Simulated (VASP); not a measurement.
Here is a VASP 6.6.1 calculation.

The input POSCAR:

```
GeCN2
1.0
    1.7937903697      1.0356453528      4.9219572124
   -1.7937903697      1.0356453528      4.9219572124
    0.0000000000     -2.0712907056      4.9219572124
Ge N C
1 2 1
Direct
    0.0000000000      0.0000000000      0.0000000000
    0.5839044000      0.5839044000      0.5839044000
    0.4160956000      0.4160956000      0.4160956000
    0.5000000000      0.5000000000      0.5000000000
```

Contents of INCAR.step1:

```
SYSTEM = GeCN2
ALGO = Normal ; EDIFF = 1E-8
ENCUT = 450 ; GGA = PE
ISMEAR = 0 ; LASPH = .TRUE.
LCHARG = .FALSE. ; LREAL = .FALSE.
LWAVE = .TRUE. ; NELM = 80
PREC = Accurate ; SIGMA = 0.01
```

The input INCAR.step2:

```
SYSTEM = GeCN2
ALGO = Exact ; EDIFF = 1E-8
ENCUT = 450 ; GGA = PE
ISMEAR = 0 ; ISTART = 1
LASPH = .TRUE. ; LCHARG = .FALSE.
LOPTICS = .TRUE. ; LREAL = .FALSE.
LWAVE = .TRUE. ; NBANDS = 138
NELM = 1 ; PREC = Accurate
SIGMA = 0.01
```

INCAR.step3

```
SYSTEM = GeCN2
ALGO = EVGW0 ; EDIFF = 1E-8
ENCUT = 450 ; ENCUTGW = 100
GGA = PE ; ISMEAR = 0
ISTART = 1 ; LASPH = .TRUE.
LCHARG = .FALSE. ; LREAL = .FALSE.
LWAVE = .FALSE. ; NBANDS = 138
NBANDSGW = 22 ; NELMGW = 1
NOMEGA = 50 ; PREC = Accurate
PRECFOCK = Fast ; SIGMA = 0.01
```

File KPOINTS:

```
k-points
0
G
  6 6 6
  0 0 0
```

Potentials or basis: VASP PAW PBE potentials, release 64 (Ge_d_GW, N_GW, C_GW).

Command:

```sh
$ cat potpaw_PBE.64/Ge_d_GW/POTCAR potpaw_PBE.64/N_GW/POTCAR potpaw_PBE.64/C_GW/POTCAR > POTCAR
$ cp INCAR.step1 INCAR
$ mpirun -np 1 vasp_std > vasp.out
$ cp INCAR.step2 INCAR
$ mpirun -np 1 vasp_std > vasp.out
$ cp INCAR.step3 INCAR
$ mpirun -np 1 vasp_std > vasp.out
```

Question: Estimate the quasiparticle gap.

Answer: 1.18 eV.

Question: Predict the least direct quasiparticle gap.

Answer: 2.30 eV.

Question: Predict the band gap on the k mesh, mean-field level.

Answer: 1.04 eV, indirect (least direct gap 2.04 eV).

Caveat: bands, screening cutoff and mesh are small and nothing is extrapolated, so the quasiparticle values aren't converged; the standard files for N, O and F lose accuracy on very short bonds. A k mesh can miss the band edges.
